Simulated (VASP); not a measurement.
Method: PBE GGA, VASP's PBE PAW potentials (set 64) (plane waves; VASP).

Input for VASP

### KPOINTS
```
Automatic mesh
0
Gamma
8 8 8
0 0 0
```

File POSCAR:
```
Si
1
    0.0000000000     2.7342071091     2.7342071091
    2.7342071091     0.0000000000     2.7342071091
    2.7342071091     2.7342071091     0.0000000000
Si
2
Direct
  0.0000000000   0.0000000000   0.0000000000
  0.2500000000   0.2500000000   0.2500000000
```

INCAR:
```
SYSTEM = Si
PREC = Accurate
ENCUT = 400
EDIFF = 1E-6
NELM = 100
ALGO = Normal
LREAL = .FALSE.
LASPH = .TRUE.
ISMEAR = 0
SIGMA = 0.05
GGA = PE
LWAVE = .FALSE.
LCHARG = .FALSE.
IBRION = 2
ISIF = 3
NSW = 60
EDIFFG = -0.01
```

POTCAR, in this order: Si (PBE.64 set). Program: vasp_std.

Output of the run:

File OUTCAR:
```
 ion  position               nearest neighbor table
   1  0.000  0.000  0.000-   2 2.37   2 2.37   2 2.37   2 2.37
   2  0.250  0.250  0.250-   1 2.37   1 2.37   1 2.37   1 2.37
  LATTYP: Found a face centered cubic cell.
 ALAT       =     5.4684142182
 Subroutine PRICEL returns:
 Original cell was already a primitive cell.
 Subroutine GETGRP returns: Found 48 space group operations
The static configuration has the point symmetry T_d .
 The point group associated with its full space group is O_h .
The dynamic configuration has the point symmetry T_d .
 Subroutine INISYM returns: Found 48 space group operations
 Subroutine IBZKPT returns following result:
 Found     29 irreducible k-points:

 Following reciprocal coordinates:
            Coordinates               Weight
  0.000000  0.000000  0.000000      1.000000
  0.125000  0.000000  0.000000      8.000000
  0.250000  0.000000  0.000000      8.000000
  0.375000  0.000000  0.000000      8.000000
  0.500000  0.000000  0.000000      4.000000
  0.125000  0.125000  0.000000      6.000000
  0.250000  0.125000  0.000000     24.000000
  0.375000  0.125000  0.000000     24.000000
  0.500000  0.125000  0.000000     24.000000
 -0.375000  0.125000  0.000000     24.000000
 -0.250000  0.125000  0.000000     24.000000
 -0.125000  0.125000  0.000000     12.000000
  0.250000  0.250000  0.000000      6.000000
  0.375000  0.250000  0.000000     24.000000
  0.500000  0.250000  0.000000     24.000000
 -0.375000  0.250000  0.000000     24.000000
 -0.250000  0.250000  0.000000     12.000000
  0.375000  0.375000  0.000000      6.000000
  0.500000  0.375000  0.000000     24.000000
 -0.375000  0.375000  0.000000     12.000000
  0.500000  0.500000  0.000000      3.000000
  0.375000  0.250000  0.125000     24.000000
  0.500000  0.250000  0.125000     48.000000
...
```

**OSZICAR**
```
       N       E                     dE             d eps       ncg     rms          rms(c)
DAV:   1     0.371592733145E+01    0.37159E+01   -0.27400E+03   464   0.619E+02
DAV:   2    -0.108038099437E+02   -0.14520E+02   -0.13800E+02   704   0.717E+01
DAV:   3    -0.110137656216E+02   -0.20996E+00   -0.20996E+00   600   0.108E+01
DAV:   4    -0.110147757470E+02   -0.10101E-02   -0.10101E-02   752   0.818E-01
DAV:   5    -0.110147763874E+02   -0.64041E-06   -0.64041E-06   584   0.186E-02    0.475E+00
DAV:   6    -0.108983959387E+02    0.11638E+00   -0.75859E-02   624   0.144E+00    0.290E+00
DAV:   7    -0.108445331350E+02    0.53863E-01   -0.14550E-01   568   0.212E+00    0.175E-01
DAV:   8    -0.108456487025E+02   -0.11156E-02   -0.38370E-03   552   0.466E-01    0.754E-02
DAV:   9    -0.108458461358E+02   -0.19743E-03   -0.18788E-04   656   0.106E-01    0.539E-02
DAV:  10    -0.108458732216E+02   -0.27086E-04   -0.31647E-05   576   0.418E-02    0.769E-03
DAV:  11    -0.108458731517E+02    0.69908E-07   -0.58411E-07   640   0.549E-03
   1 F= -.10845873E+02 E0= -.10845873E+02  d E =-.108459E+02
```

OUTCAR:
```
------------------------ aborting loop because EDIFF is reached ----------------------------------------
  FORCE on cell =-STRESS in cart. coord.  units (eV):
  Direction    XX          YY          ZZ          XY          YZ          ZX
  --------------------------------------------------------------------------------------
  Total        0.0034870      0.0034870      0.0034870      0.0000000      0.0000000     -0.0000000
  in kB        0.1366597      0.1366597      0.1366597      0.0000000      0.0000000     -0.0000000
  external PRESSURE =       0.1366597 kB  Pullay stress =       0.0000000 kB
  volume of cell :       40.88
      direct lattice vectors                 reciprocal lattice vectors
     0.000000000  2.734207109  2.734207109    -0.182868371  0.182868371  0.182868371
     2.734207109  0.000000000  2.734207109     0.182868371 -0.182868371  0.182868371
     2.734207109  2.734207109  0.000000000     0.182868371  0.182868371 -0.182868371
 POSITION                                       TOTAL-FORCE (eV/Angst)
 -----------------------------------------------------------------------------------
      0.00000      0.00000      0.00000        -0.000000     -0.000000      0.000000
      1.36710      1.36710      1.36710         0.000000      0.000000     -0.000000
 -----------------------------------------------------------------------------------
    total drift:                                0.000000      0.000000     -0.000000
  FREE ENERGIE OF THE ION-ELECTRON SYSTEM (eV)
  ---------------------------------------------------
  free  energy   TOTEN  =       -10.8458731517 eV

  energy  without entropy=      -10.8458731517  energy(sigma->0) =      -10.84587315

 reached required accuracy - stopping structural energy minimisation
```
(Selected blocks of OUTCAR.)

The compound is Si in the diamond structure. It was relaxed first. The start is the result of an earlier pass.
